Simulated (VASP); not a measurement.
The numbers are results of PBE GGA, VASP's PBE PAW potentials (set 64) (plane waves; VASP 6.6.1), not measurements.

A VASP calculation is set up with these files.

**KPOINTS**
```
Automatic mesh
0
Gamma
4 4 4
0 0 0
```

INCAR:
```
SYSTEM=Ga2As4B2
PREC=Accurate; ENCUT=500; LREAL=F
LASPH=T
EDIFF=1E-6; NELM=100; ALGO=Normal
LMAXMIX=4
ISMEAR=0; SIGMA=0.05
GGA=PE
IBRION=2; NSW=60; ISIF=3
EDIFFG=-0.02
LWAVE=F; LCHARG=F
```

File POSCAR:
```
Ga2As4B2
1.0
  5.2239176293   0.0000000000   0.0000000000
  0.0000000000   5.2239176293   0.0000000000
  0.0000000000   0.0000000000   5.4205571247
Ga As B
2 4 2
direct
  0.0000000000   0.0000000000   0.0000000000
  0.5000000000   0.5000000000   0.0000000000
  0.2500000000   0.2500000000   0.2878612521
  0.7500000000   0.7500000000   0.2878612521
  0.7500000000   0.2500000000   0.7121387479
  0.2500000000   0.7500000000   0.7121387479
  0.5000000000   0.0000000000   0.5000000000
  0.0000000000   0.5000000000   0.5000000000
```

POTCAR, in this order: Ga_d As B (PBE.64 set). Program: vasp_std.

**Question.** Predict the energy per atom (σ→0), band gap (on the k-mesh).

**Answer.** 
```yaml
energy per atom (σ→0): -4.728 eV/atom
band gap (on the k-mesh): 0.43 eV
```

OSZICAR:
```
...
DAV:   8    -0.378232966658E+02    0.44224E-02   -0.60269E-02  1395   0.193E+00    0.262E-01
DAV:   9    -0.378254583717E+02   -0.21617E-02   -0.83294E-03  1366   0.806E-01    0.976E-02
DAV:  10    -0.378258120922E+02   -0.35372E-03   -0.11781E-03  1426   0.259E-01    0.384E-02
DAV:  11    -0.378259654318E+02   -0.15334E-03   -0.26998E-04  1497   0.804E-02    0.191E-02
DAV:  12    -0.378259635166E+02    0.19152E-05   -0.26504E-05  1485   0.401E-02    0.918E-03
DAV:  13    -0.378259729923E+02   -0.94757E-05   -0.18196E-05  1155   0.198E-02    0.170E-03
DAV:  14    -0.378259733133E+02   -0.32092E-06   -0.66187E-07   887   0.953E-03
   1 F= -.37825973E+02 E0= -.37825973E+02  d E =-.378260E+02
```

The structure was generated: Ga2As4B2 was put into an ordered model structure (P-4m2), which need not be its known phase. It was relaxed first. The start is the result of an earlier pass.
